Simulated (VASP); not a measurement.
The input files of a VASP run:

File KPOINTS:
```
Automatic mesh
0
Gamma
15 15 15
0 0 0
```

### INCAR
```
ALGO = Normal
EDIFF = 1E-7
ENCUT = 520
GGA = PE
ISIF = 2
ISMEAR = 1
IVDW = 13
LASPH = T
LCHARG = F
LMAXMIX = 4
LREAL = F
LWAVE = F
NELM = 100
PREC = Accurate
SIGMA = 0.1
SYSTEM = VN
```

File POSCAR:
```
VN
2.0007350
  0.0000000000   0.9999999925   0.9999999925
  0.9999999925   0.0000000000   0.9999999925
  0.9999999925   0.9999999925   0.0000000000
V N
1 1
Direct
  0.0000000000   0.0000000000   0.0000000000
  0.5000000000   0.5000000000   0.5000000000
```

POTCAR, in this order: V_sv N (PBE.64 set). Program: vasp_std.

Translate this PBE-D4 calculation to Ansatz.

One equivalent input (not run):
Ansatz 0.2 input:
```yaml
crystal:
  lattice:
    - [0.0000000, 2.0007350, 2.0007350]
    - [2.0007350, 0.0000000, 2.0007350]
    - [2.0007350, 2.0007350, 0.0000000]
  atoms:
    - { symbol: V, position: [0.0000000, 0.0000000, 0.0000000] }
    - { symbol: N, position: [0.5000000, 0.5000000, 0.5000000] }
kpoints:
  mp_grid: { grid: [15, 15, 15] }
hamiltonian:
  xc: pbe
  dispersion: d4
  pseudopotentials: { kind: paw }
scf:
  occupations: { method: methfessel_paxton, width: 0.1 }
  max_iter: 100
output: { forces: true, stress: true, eigenvalues: true }
```
Limits of the translation: each code has its own PAW files, so the cut-off isn't converted (ENCUT is set for VASP's; basis.ecutwfc is left out, and Ansatz then takes the one that its files recommend); Ansatz stops its SCF on the density residual and VASP on the energy change (EDIFF).

The compound is VN in the rock salt structure, which distorts at low temperature. This cell is one point of a volume scan, at 0.94 of the reference volume.
